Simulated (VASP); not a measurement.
# Be2ZnO3 (I-4m2) in VASP: a series of runs, part 2 of 2

VASP 6.6.1. Earlier steps stand in the parts before.

**3. Relaxation of cell and atoms, PBE**

The input, INCAR:

```
SYSTEM = Be2ZnO3
PREC     = Accurate       ! precision mode
ENCUT    = 520            ! plane-wave cutoff, eV
EDIFF    = 1E-7           ! SCF threshold, eV
ISMEAR   = 0              ! smearing method
SIGMA    = 0.03           ! smearing width, eV
LREAL    = .FALSE.        ! projectors in reciprocal space
LASPH    = .TRUE.         ! aspherical terms in the spheres
NELM     = 120            ! most SCF steps
ALGO     = Normal         ! electronic algorithm
ISIF     = 3              ! what is computed and relaxed
LWAVE    = .FALSE.        ! write WAVECAR
LCHARG   = .FALSE.        ! write CHGCAR
GGA      = PE             ! functional
IBRION   = 2              ! ionic algorithm
NSW      = 60             ! ionic steps
EDIFFG   = -0.005         ! ionic threshold
POTIM    = 0.3            ! step
KPAR     = 4
```

The input, KPOINTS:

```
Automatic mesh
0
G
  12 12 12
  0 0 0
```

The input, POSCAR:

```
Be2ZnO3                                 
1.0
   -1.4238342729      1.4238342729      6.3384249352
    1.4238342729     -1.4238342729      6.3384249352
    1.4238342729      1.4238342729     -6.3384249352
  Be              Zn              O             
     2     1     3
Direct
     0.3219793672713818    0.3219793672713818    0.0000000000000000
     0.6780206327286182    0.6780206327286182    1.0000000000000000
     0.0000000000000000    0.0000000000000000    0.0000000000000000
     0.8928336736272754    0.3928336736272754    0.5000000000000000
     0.6071663263727246    0.1071663263727245    0.5000000000000000
     0.2500000000000000    0.7500000000000000    0.5000000000000000
```

Potentials or basis: VASP PAW PBE potentials, release 64 (Be, Zn, O).

Command:

```sh
$ cat potpaw_PBE.64/Be/POTCAR potpaw_PBE.64/Zn/POTCAR potpaw_PBE.64/O/POTCAR > POTCAR
$ mpirun -np 4 vasp_std > vasp.out
```

OUTCAR:

```text
SYSTEM = Be2ZnO3
   PREC = Accurate
   ENCUT = 520
   EDIFF = 1E-7
   ISMEAR = 0
   LREAL = .FALSE.
   LASPH = .TRUE.
   NELM = 120
   ISIF = 3
   GGA = PE
   IBRION = 2
   NSW = 60
   EDIFFG = -0.005
   POTIM = 0.3

 ion  position               nearest neighbor table
   1  0.322  0.322  0.000-   4 1.68   4 1.68   6 1.69   6 1.69
   2  0.678  0.678  0.000-   5 1.68   5 1.68   6 1.69   6 1.69
   3  0.000  0.000  0.000-   4 1.97   5 1.97   5 1.97   4 1.97
   4  0.893  0.393  0.500-   1 1.68   1 1.68   3 1.97   3 1.97
   5  0.607  0.107  0.500-   2 1.68   2 1.68   3 1.97   3 1.97
   6  0.250  0.750  0.500-   1 1.69   2 1.69   1 1.69   2 1.69

  LATTYP: Found a body centered tetragonal cell.
 ALAT       =     2.8476685458
 C/A-ratio  =     4.4516591965

  Lattice vectors:

 A1 = (  -1.4238342729,   1.4238342729,   6.3384249352)
 A2 = (   1.4238342729,  -1.4238342729,   6.3384249352)
 A3 = (   1.4238342729,   1.4238342729,  -6.3384249352)

Analysis of symmetry for initial positions (statically):
=====================================================================
 Subroutine PRICEL returns:
 Original cell was already a primitive cell.

 Routine SETGRP: Setting up the symmetry group for a
 body centered tetragonal supercell.

 Subroutine GETGRP returns: Found  8 space group operations
 (whereof  8 operations were pure point group operations)
 out of a pool of 16 trial point group operations.

The static configuration has the point symmetry D_2d.

Analysis of symmetry for dynamics (positions and initial velocities):
=====================================================================
 Subroutine PRICEL returns:
[... 192 lines left out ...]
      0.00000      0.00000      8.59517         0.000000      0.000000     -0.005705
      0.00000      0.00000      0.00000        -0.000000     -0.000000     -0.000000
      0.00000      1.42383      4.97989        -0.000000     -0.000000     -0.000413
      0.00000      1.42383      1.35853        -0.000000     -0.000000      0.000413
      1.42383     -0.00000      3.16921        -0.000000     -0.000000     -0.000000
 -----------------------------------------------------------------------------------
    total drift:                                0.000002     -0.000002      0.000000

  FREE ENERGIE OF THE ION-ELECTRON SYSTEM (eV)
  ---------------------------------------------------
  free  energy   TOTEN  =       -36.8301623134 eV

  energy  without entropy=      -36.8301623134  energy(sigma->0) =      -36.83016231

--------------------------------------- Ionic step        2  -------------------------------------------

 number of electron      34.0000001 magnetization

 Free energy of the ion-electron system (eV)
  ---------------------------------------------------
  ext. energy  EPLUGINS =         0.00000000
  ---------------------------------------------------
  free energy    TOTEN  =       -36.83016373 eV

  energy without entropy =      -36.83016373  energy(sigma->0) =      -36.83016373

 E-fermi :   2.9756     XC(G=0): -11.1779

 val. band max:        2.7979589343   @ k =   0.0000   0.0000   0.0000
 cond. band min:       5.8494657668   @ k =   0.0000   0.0000   0.0000
 fundamental gap:      3.0515068325
 Fermi energy:         2.9756466506

 k-point     1 :       0.0000    0.0000    0.0000
  band No.  band energies     occupation
      1     -15.8353      2.00000
      2     -14.8445      2.00000
      3     -14.2379      2.00000
      4      -3.1318      2.00000
      5      -3.0731      2.00000
      6      -2.3874      2.00000
[... 565 lines left out ...]
     20      13.1131      0.00000
     21      13.3345      0.00000

 [... further k-points ...]
[... 5 lines left out ...]
  --------------------------------------------------------------------------------------
  -------------------------------------------------------------------------------------
  Total       -0.0061980     -0.0061980      0.0038801      0.0000000      0.0000000      0.0000000
  in kB       -0.1931950     -0.1931950      0.1209463      0.0000000      0.0000000      0.0000000
  external PRESSURE =      -0.0884813 kB  Pullay stress =       0.0000000 kB

 VOLUME and BASIS-vectors are now :
 -----------------------------------------------------------------------------
  energy-cutoff  :      520.00
  volume of cell :       51.40
      direct lattice vectors                 reciprocal lattice vectors
    -1.423822472  1.423822472  6.338615701     0.000000000  0.351167375  0.078881577
     1.423822472 -1.423822472  6.338615701     0.351167375  0.000000000  0.078881577
     1.423822472  1.423822472 -6.338615701     0.351167375  0.351167375  0.000000000

 POSITION                                       TOTAL-FORCE (eV/Angst)
 -----------------------------------------------------------------------------------
      0.00000      0.00000      4.08197         0.000000      0.000000      0.002157
      0.00000      0.00000      8.59526        -0.000000     -0.000000     -0.002157
      1.42382      1.42382      6.33862        -0.000000     -0.000000     -0.000000
     -0.00000      1.42382      4.98003         0.000000      0.000000      0.001082
      0.00000      1.42382      1.35858        -0.000000     -0.000000     -0.001082
      1.42382     -0.00000      3.16931        -0.000000     -0.000000     -0.000000
 -----------------------------------------------------------------------------------
    total drift:                                0.000002     -0.000002     -0.000000

  FREE ENERGIE OF THE ION-ELECTRON SYSTEM (eV)
  ---------------------------------------------------
  free  energy   TOTEN  =       -36.8301637281 eV

  energy  without entropy=      -36.8301637281  energy(sigma->0) =      -36.83016373

 reached required accuracy - stopping structural energy minimisation
```

OSZICAR:

```text
N       E                     dE             d eps       ncg     rms          rms(c)
DAV:   1     0.295381098702E+03    0.29538E+03   -0.17974E+04  6894   0.196E+03
DAV:   2    -0.105583074943E+02   -0.30594E+03   -0.28954E+03  7668   0.445E+02
DAV:   3    -0.408041984544E+02   -0.30246E+02   -0.30043E+02  8364   0.154E+02
[... 14 lines left out ...]
   1 F= -.36830162E+02 E0= -.36830162E+02  d E =-.368302E+02
       N       E                     dE             d eps       ncg     rms          rms(c)
DAV:   1    -0.368301638444E+02   -0.15419E-05   -0.18053E-05  7081   0.405E-02    0.317E-03
DAV:   2    -0.368301637819E+02    0.62475E-07   -0.10774E-06  8377   0.976E-03    0.208E-03
DAV:   3    -0.368301637281E+02    0.53835E-07   -0.69031E-08  4543   0.378E-03
   2 F= -.36830164E+02 E0= -.36830164E+02  d E =-.141474E-05
```

CONTCAR:

```text
Be2ZnO3
   1.00000000000000
    -1.4238224719949584    1.4238224719949584    6.3386157005995827
     1.4238224719949584   -1.4238224719949584    6.3386157005995827
     1.4238224719949584    1.4238224719949584   -6.3386157005995827
  Be              Zn              O
     2     1     3
Direct
     0.3219923926623765    0.3219923926623765    0.0000000000000000
     0.6780076073376234    0.6780076073376234    0.0000000000000000
     1.0000000000000000    1.0000000000000000    1.0000000000000000
     0.8928327315571026    0.3928327315571026    0.5000000000000000
     0.6071672684428974    0.1071672684428974    0.5000000000000000
     0.2500000000000000    0.7500000000000000    0.5000000000000000

  0.00000000E+00  0.00000000E+00  0.00000000E+00
  0.00000000E+00  0.00000000E+00  0.00000000E+00
  0.00000000E+00  0.00000000E+00  0.00000000E+00
  0.00000000E+00  0.00000000E+00  0.00000000E+00
  0.00000000E+00  0.00000000E+00  0.00000000E+00
  0.00000000E+00  0.00000000E+00  0.00000000E+00
```

Run time: 2 min. Hardware: 4 MPI ranks of Intel Xeon 6975P-C (Granite Rapids), shared host; peak memory 0.48 GiB.

What came out:

```
Free energy               : -36.8302 eV
Energy gained by relaxing : 0.0 meV/atom
Ionic steps               : 2
Pressure after relaxing   : 0.0 GPa
Band gap on the k mesh    : 3.05 eV, direct
```

Forces on the atoms (eV/Å):
```
Be   0.000  0.000  0.002
Be   0.000  0.000 -0.002
Zn   0.000  0.000  0.000
O    0.000  0.000  0.001
O    0.000  0.000 -0.001
O    0.000  0.000  0.000
```

Final structure:
```yaml
crystal:
  lattice:
    - [-1.42382, 1.42382, 6.33862]
    - [1.42382, -1.42382, 6.33862]
    - [1.42382, 1.42382, -6.33862]
  atoms:
    - { symbol: Be, position: [0.32199, 0.32199, 0.00000] }
    - { symbol: Be, position: [0.67801, 0.67801, 0.00000] }
    - { symbol: Zn, position: [0.00000, 0.00000, 0.00000] }
    - { symbol: O, position: [0.89283, 0.39283, 0.50000] }
    - { symbol: O, position: [0.60717, 0.10717, 0.50000] }
    - { symbol: O, position: [0.25000, 0.75000, 0.50000] }
```

Levels at points of the mesh, in eV from the valence-band top:
| k point | band 14 | band 15 | band 16 | band 17 | band 18 | band 19 | band 20 | band 21 |
| --- | --- | --- | --- | --- | --- | --- | --- | --- |
| (0.00, 0.00, 0.00) | -1.97 | -0.87 | 0.00 | 0.00 | 3.05 | 6.89 | 7.12 | 10.94 |
| (0.50, 0.00, 0.00) | -1.82 | -1.79 | -1.12 | -0.17 | 6.49 | 6.59 | 10.72 | 10.81 |
| (0.50, 0.50, 0.00) | -2.73 | -2.44 | -2.41 | -2.24 | 5.80 | 7.11 | 8.39 | 9.83 |
| (0.50, 0.50, 0.50) | -1.46 | -1.46 | -0.24 | -0.24 | 4.00 | 6.20 | 7.16 | 10.99 |

A k mesh can miss the band edges. A hybrid or GW would open this gap; PBE tends to underestimate it.
